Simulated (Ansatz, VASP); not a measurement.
# WS2: VASP beside Ansatz

Aim: how closely do two programs agree when they are given the same cell, functional and k mesh? The structure shown is the start of the Ansatz relaxation below; VASP solves that cell, so the two are compared at the walk's first step.

Calculated with Ansatz 0.2.0; plane waves, with VASP 6.6.1 beside it; single point at r2SCAN with D3(BJ).

### 1. The structure

The cell holds 6 atoms: 4 S and 2 W. Cell: a = 3.183 Å, b = 3.183 Å, c = 24.610 Å, α = 90.0°, β = 90.0°, γ = 120.0°. It derives from WS2. As first built, before any earlier steps moved the atoms (in the runner's words): kind sheets cut from a layered crystal; sheets 2. Vacuum lies along c.

### 2. Ansatz: relaxation, r2SCAN with D3(BJ)

Ansatz runs on its default PAW (the set named soft_2) files.

The two programs are compared at the cell with which this relaxation starts, whose forces are those of its first step.

File input.yaml:

```yaml
crystal:
  lattice:
    - [3.183122554, 0.0, 0.0]
    - [-1.591561277, 2.756664995, 0.0]
    - [0.0, 0.0, 24.6103902375]
  atoms:
    - { symbol: S, position: [0.333333333, 0.666666667, 0.695250667] }
    - { symbol: W, position: [0.666666667, 0.333333333, 0.631866199] }
    - { symbol: S, position: [0.333333333, 0.666666667, 0.568532964] }
    - { symbol: S, position: [0.666666667, 0.333333333, 0.431819723] }
    - { symbol: W, position: [0.333333333, 0.666666667, 0.368433053] }
    - { symbol: S, position: [0.666666667, 0.333333333, 0.304749333] }
kpoints:
  mp_grid: { grid: [12, 12, 1] }
scf:
  occupations: { method: fermi_dirac, width: 0.02 }
  n_extra_bands: 8
hamiltonian:
  xc: r2scan
  pseudopotentials: { kind: paw }
  dispersion: d3bj
output:
  forces: true
  write_potential: true
  volumetric_format: []
relax:
  f_tol: 0.03
  max_steps: 45
  cell: { fix: [c, alpha, beta] }
```

Command:

```bash
> ansatz run input.yaml --threads 2 --pin off --max-ram 4096MiB --backend cpu --events-out ev --progress --plain --runs-dir out
```

Numbers of over 12 decimals in the logs are rounded to 6 here.

The program printed:

```text
Warning: the engine holds no damping parameters fitted to this dispersion correction and functional, so the run takes those fitted to r2scan beside the three-body term, which d3bj leaves out (hamiltonian.dispersion, under Limitations)
scf.n_extra_bands = 8 over 26 filled bands (N_el = 52.0): the run solves 34 bands
Engine: ansatz 0.2.0, aarch64-unknown-linux-gnu
Pseudopotentials: kind: paw
Pseudopotential: S, paw, valence charge 6, recommended cutoff 500 eV (meta_gga), S.paw.azcp
Pseudopotential: W, paw, valence charge 14, recommended cutoff 500 eV (meta_gga), W.paw.azcp
Functional definition: r2SCAN
  parameter k0 = 0.174
  parameter k1 = 0.065
  parameter a1 = 4.9479
  exchange = r2scan_x(k0 = k0, k1 = k1, a1 = a1)
  correlation = r2scan_c
Crystal: 6 atoms, lattice volume = 215.951 Å³
Basis set: ecut = 500 eV, 5495 PW (Γ), exchange–correlation on 96×96×720 points (64 copies of the dense FFT grid, shifted against one another)
Bands: 34, of which v1, the nominal top of the filled ones, is band 26 counted from 1 (25 counted from 0)
Symmetry: 6 space group operations
Space group: P3m1 (ITA 156), of the structure as read, at distance tolerance 6.0e-5 Å
k-points: 19 of 144 (time reversal used)
Non-local potential: S, projectors of the file, l = 0: 2, l = 1: 2, l = 2: 2
Non-local potential: W, projectors of the file, l = 0: 3, l = 1: 2, l = 2: 2, l = 3: 1
PAW form: soft (Blöchl's): semilocal exchange-correlation on the pseudo side does not see the compensation charge
PAW frozen core: S, regenerated for the run's functional (the file was generated under x = pbe(κ = 0.804, μ = 0.219515), c = pbe(β = 0.066725))
PAW frozen core: W, regenerated for the run's functional (the file was generated under x = pbe(κ = 0.804, μ = 0.219515), c = pbe(β = 0.066725))
PAW one-centre angular grid: S, 302 points (default); XC on 160 Gauss nodes
PAW one-centre angular grid: W, 590 points (default); XC on 160 Gauss nodes
Initial density: superposition of atomic densities (neutral atoms: chi_scale 0, normalization atom), corrected by the library's trained network
Initial wavefunctions: pseudopotential atomic-orbital guess
Functional: x = r2scan, c = r2scan; τ floored in thin density (d = 2e-4 eV/Å³)
SCF iter   1: F=—  HF=-24424.054214 eV  |F-HF|=—  |Δ(HF+E_count)|=         —  Δρ=5.76e-3  dr2=7.48e-2  dr2_τ=1.67e-1  ethr=1.77e-3  ⟨swp⟩=10.2  Hψ=3682  notcnv=0
preconditioner: auto → none  [insulator: Δε(μ)=1.526 eV  Ē_g=9.183 eV  σ=0.020 eV  W_gap=1.00  n_scr=16 (ndim 8)  ℏωp=15.2 eV  f_vac=0.478  D(μ)=0.00/eV (n_scr^D=0)  ε∞_Penn≈3.7]
SCF iter   2: F=—  HF=-24424.231795 eV  |F-HF|=—  |Δ(HF+E_count)|=   1.78e-1  Δρ=5.78e-3  dr2=3.57e-1  dr2_τ=1.11e-2  ethr=1.44e-4  ⟨swp⟩=4.7  Hψ=1839  notcnv=0  defer=46
SCF iter   3: F=—  HF=-24424.196919 eV  |F-HF|=—  |Δ(HF+E_count)|=   3.49e-2  Δρ=2.95e-3  dr2=8.26e-2  dr2_τ=1.06e-3  ethr=1.44e-4  ⟨swp⟩=4.4  Hψ=1427  notcnv=0  defer=46
SCF iter   4: F=—  HF=-24424.193718 eV  |F-HF|=—  |Δ(HF+E_count)|=   3.20e-3  Δρ=2.22e-3  dr2=2.36e-2  dr2_τ=1.22e-3  ethr=1.44e-4  ⟨swp⟩=3.0  Hψ=981  notcnv=0  defer=46
SCF iter   5: F=—  HF=-24424.194252 eV  |F-HF|=—  |Δ(HF+E_count)|=   5.34e-4  Δρ=9.74e-4  dr2=1.91e-3  dr2_τ=8.03e-5  ethr=4.55e-5  ⟨swp⟩=2.3  Hψ=915  notcnv=0  defer=46
SCF iter   6: F=—  HF=-24424.195242 eV  |F-HF|=—  |Δ(HF+E_count)|=   9.91e-4  Δρ=2.54e-4  dr2=2.18e-4  dr2_τ=5.98e-6  ethr=3.68e-6  ⟨swp⟩=2.3  Hψ=1047  notcnv=0  defer=46
SCF iter   7: F=—  HF=-24424.195309 eV  |F-HF|=—  |Δ(HF+E_count)|=   6.61e-5  Δρ=9.19e-5  dr2=6.77e-5  dr2_τ=1.83e-6  ethr=4.19e-7  ⟨swp⟩=2.6  Hψ=1021  notcnv=0  defer=46
SCF iter   8: F=—  HF=-24424.195358 eV  |F-HF|=—  |Δ(HF+E_count)|=   4.98e-5  Δρ=4.15e-5  dr2=3.05e-6  dr2_τ=1.62e-7  ethr=1.30e-7  ⟨swp⟩=2.2  Hψ=807  notcnv=0  defer=46
SCF iter   9: F=—  HF=-24424.195361 eV  |F-HF|=—  |Δ(HF+E_count)|=   2.79e-6  Δρ=1.97e-5  dr2=2.11e-6  dr2_τ=1.38e-7  ethr=5.87e-9  ⟨swp⟩=3.3  Hψ=1294  notcnv=0  defer=46
SCF iter  10: F=-24424.195361 eV  HF=-24424.195361 eV  |F-HF|=6.99e-8  |Δ(HF+E_count)|=   2.06e-7  Δρ=7.29e-6  dr2=7.62e-8  dr2_τ=4.15e-9  ethr=1.92e-10  ⟨swp⟩=10.7  Hψ=5524  notcnv=0
SCF 1 converged in 10 iterations: F = -24424.195361 eV  dr2 = 7.62e-8
  greatest PAW one-centre occupation: 0.999 electrons in one spin orbital (limit 2), on the W atom at site 4 (counted from 0), in its partial waves of l = 0
relax step   1: F+E_penalty+E_count = -24424.19536147 eV  Δ(F+E_penalty+E_count) = +0.000e0 eV  max|allowed force component| = 2.036e-1 eV/Å  Δτ_max = 0.0000 Å  P = -0.823 GPa  Ω = 215.951 Å³  fix = [c, alpha, beta]  reactions: c -0.722 GPa  (10 SCF iters, dr2 threshold 1.00e-7 eV, accepted)
Crystal: 6 atoms, lattice volume = 211.220 Å³
Basis set: ecut = 500 eV, 5321 PW (Γ), exchange–correlation on 96×96×720 points (64 copies of the dense FFT grid, shifted against one another)
Initial density: handed on by an earlier stage of this run
[...]
Initial wavefunctions: pseudopotential atomic-orbital guess (no wavefunctions were taken with the density)
iter 1 solved again at ethr=4.32e-7 eV; its pass at ethr=3.10e-3 eV (dr2=2.25e-4 eV) is discarded
SCF iter   1: F=—  HF=-24424.213108 eV  |F-HF|=—  |Δ(HF+E_count)|=         —  Δρ=1.56e-5  dr2=1.66e-7  dr2_τ=4.66e-7  ethr=4.32e-7  ⟨swp⟩=4.2  Hψ=5888  notcnv=0
eigensolver tolerance schedule: the retry pair's looser diagonalisation over-reported the residual by 1354.33 of it (diagonalisation noise at 0.23 of the residual, at the tolerance the schedule requests for it); recorded, not acted on — ethr = c·dr2/N_el stays at c = 1.0e-1
preconditioner: auto → none  [insulator: Δε(μ)=1.520 eV  Ē_g=9.285 eV  σ=0.020 eV  W_gap=1.00  n_scr=16 (ndim 8)  ℏωp=15.2 eV  f_vac=0.488  D(μ)=0.00/eV (n_scr^D=0)  ε∞_Penn≈3.7]
SCF iter   2: F=—  HF=-24424.213157 eV  |F-HF|=—  |Δ(HF+E_count)|=   4.95e-5  Δρ=8.31e-6  dr2=1.89e-7  dr2_τ=2.49e-8  ethr=3.19e-10  ⟨swp⟩=4.1  Hψ=1682  notcnv=0
SCF iter   3: F=—  HF=-24424.213157 eV  |F-HF|=—  |Δ(HF+E_count)|=   1.20e-7  Δρ=7.76e-6  dr2=1.02e-6  dr2_τ=1.41e-8  ethr=3.19e-10  ⟨swp⟩=3.3  Hψ=1132  notcnv=0  recentre
SCF iter   4: F=—  HF=-24424.213157 eV  |F-HF|=—  |Δ(HF+E_count)|=   8.34e-8  Δρ=2.75e-6  dr2=1.33e-8  dr2_τ=1.92e-9  ethr=3.19e-10  ⟨swp⟩=2.1  Hψ=854  notcnv=0
SCF iter   5: F=—  HF=-24424.213157 eV  |F-HF|=—  |Δ(HF+E_count)|=   4.83e-9  Δρ=1.38e-6  dr2=4.14e-9  dr2_τ=5.65e-10  ethr=2.55e-11  ⟨swp⟩=2.2  Hψ=959  notcnv=0
SCF iter   6: F=—  HF=-24424.213157 eV  |F-HF|=—  |Δ(HF+E_count)|=   1.05e-9  Δρ=4.84e-7  dr2=3.63e-10  dr2_τ=5.34e-11  ethr=7.96e-12  ⟨swp⟩=2.4  Hψ=978  notcnv=0
SCF iter   7: F=—  HF=-24424.213157 eV  |F-HF|=—  |Δ(HF+E_count)|=  2.26e-10  Δρ=2.33e-7  dr2=1.98e-10  dr2_τ=1.16e-11  ethr=1.00e-12  ⟨swp⟩=2.5  Hψ=1147  notcnv=0
SCF iter   8: F=-24424.213157 eV  HF=-24424.213157 eV  |F-HF|=1.82e-11  |Δ(HF+E_count)|=  3.64e-11  Δρ=1.26e-7  dr2=1.03e-11  dr2_τ=3.35e-12  ethr=1.00e-12  ⟨swp⟩=7.7  Hψ=4063  notcnv=0
SCF 5 converged in 8 iterations: F = -24424.213157 eV  dr2 = 1.03e-11
relax step   5: F+E_penalty+E_count = -24424.21315730 eV  Δ(F+E_penalty+E_count) = +2.546e-4 eV  max|allowed force component| = 2.145e-2 eV/Å  Δτ_max = 0.0000 Å  P = +0.010 GPa  Ω = 214.132 Å³  fix = [c, alpha, beta]  reactions: c +0.055 GPa  stress off target by 1.24e-2 GPa on what of the cell is left free  SCF on the basis re-selected at this cell (its energy is not comparable with the rows above)  (8 SCF iters)
basis re-selected at this cell: Δ(F+E_penalty+E_count) = +2.546e-4 eV, ΔP = -0.000 GPa vs the last step (what re-selecting the basis moved, of the pressure what is left beyond the Pulay correction that the steps carried, after the strain that the cell walked since its last selection, with what the two solves' SCF thresholds leave and, on support functions, any second-order correction that the steps lacked; it is no m [...]
WARN: The output density's exchange-correlation potential varies sharply where the density is thin. Do not read a vacuum level from v_tot or v_xc, or from such a field of the output density. On a cell that repeats whose density bears no net charge and no dipole along the vacuum's axis use v_es (v_loc + v_h of the components); under efield.dipole_correction with no amplitude use v_es + v_field, which holds any externa [...]
SCF converged after 8 iterations
Free energy (F): -24424.213157 eV
Harris-Foulkes:  -24424.213157 eV  (|F-HF|=1.82e-11)
Internal energy: -24424.213157 eV  (E = F + TS)
E sigma→0 (E₀):  -24424.213157 eV
Fermi energy:    3.634227 eV
--- Per-component energies (eV) ---
  E_band       = -853.927168
  E_kinetic    = 1334.122859
  E_local      = -36006.616719  (includes V_loc(G=0)·N_el)
  E_nonlocal   = 115.527722
  E_hartree    = 17423.016249
  E_xc         = -866.902101
  E_vxc        = -900.533979  (∫ρ·V_xc dr)
  E_paw        = -19624.444902  (= ΣΔE_a)
  E_vpaw       = -287.226202  (= ΣTr[D̂ρ^β])
  E_aug_tail   = -0.000094  (compensation charges beyond the density's cutoff)
  E_vtau       = 44.766868  (kinetic-family band-sum trace: ∫τ·v_τ [+ j·A + Jᵃ·Aᵃ] dr)
  E_ewald      = 13203.659748
  E_disp       = -0.960954  (pairwise vdW)
  E_core_change = -1.614965  (= ΣΔE_core)
  E_smearing   = -0.000000  (= −TS)
  E_closure    = -0.000000  (closes the sum)
  Σ components = -24424.213157   (vs F -24424.213157, Δ=0.00e0)
--- Forces (eV/Å), atoms counted from 1 ---
  atom   1  S     -0.00000000     0.00000000     0.01617941
  atom   2  W      0.00000000    -0.00000000    -0.00149357
  atom   3  S     -0.00000000     0.00000000    -0.01895426
  atom   4  S      0.00000000     0.00000000     0.02145008
  atom   5  W      0.00000000     0.00000000     0.00181397
  atom   6  S     -0.00000000     0.00000000    -0.01899051
  max |Σ_I F_I| component: 5.10e-6 eV/Å
--- Stress (GPa, compression-positive) ---
       -0.012373       0.000000      -0.000000
        0.000000      -0.012373      -0.000000
       -0.000000      -0.000000       0.055494
  P = ⅓ Tr σ = 0.0102 GPa (0.102 kbar)
--- Band table (eV; the first three rows and the last of 19) ---
  k-point 0: bands = [... 22 lower, 0.7081, 0.7325, 2.2444, 2.8886, 5.5584, 5.5584, 5.5671, 5.5671, ... 4 higher]
  k-point 1: bands = [... 22 lower, 0.8009, 1.1420, 2.2107, 2.7314, 5.4462, 5.4814, 5.4824, 5.5401, ... 4 higher]
  k-point 2: bands = [... 22 lower, 0.7770, 1.1777, 2.0111, 2.2338, 4.9454, 5.2354, 5.3196, 5.4233, ... 4 higher]
  k-point 18: bands = [... 22 lower, -0.0453, -0.0451, 2.3900, 2.4781, 4.4086, 4.4091, 5.7332, 6.3071, ... 4 higher]
--- Relaxed structure (4 steps of the walk, 4 accepted, 1 SCFs on fresh bases) ---
  F+E_penalty+E_count = -24424.21315730 eV   max|allowed force component| = 2.145e-2 eV/Å   (the final SCF, on the basis selected at the relaxed cell)
  cell:  # Å, volume = 214.1321 Å³
    - [3.169686, -4.972392756154366e-19, 0]
    - [-1.584843, 2.745029, 0]
    - [0, 0, 24.6103902375]
  atoms:
    - { symbol: S, position: [0.333333, 0.666667, 0.690098] }
    - { symbol: W, position: [0.666667, 0.333333, 0.626689] }
    - { symbol: S, position: [0.333333, 0.666667, 0.563301] }
    - { symbol: S, position: [0.666667, 0.333333, 0.436911] }
    - { symbol: W, position: [0.333333, 0.666667, 0.373528] }
    - { symbol: S, position: [0.666667, 0.333333, 0.310125] }
```

(Part 1 of 2 ends here.)

[Lines on the potential files, build, host, timing and source positions are cut from VASP's logs without a mark.]

[Logs are printed without paths, hosts, clocks, repeated set-up lines and the standing remarks that a program may print on its own settings, such as how far it seeks lower states.]

[Hosts, paths, dates, database ids (printed as entryN), source tags and the programs' standing remarks are cut or masked in the printed files.]
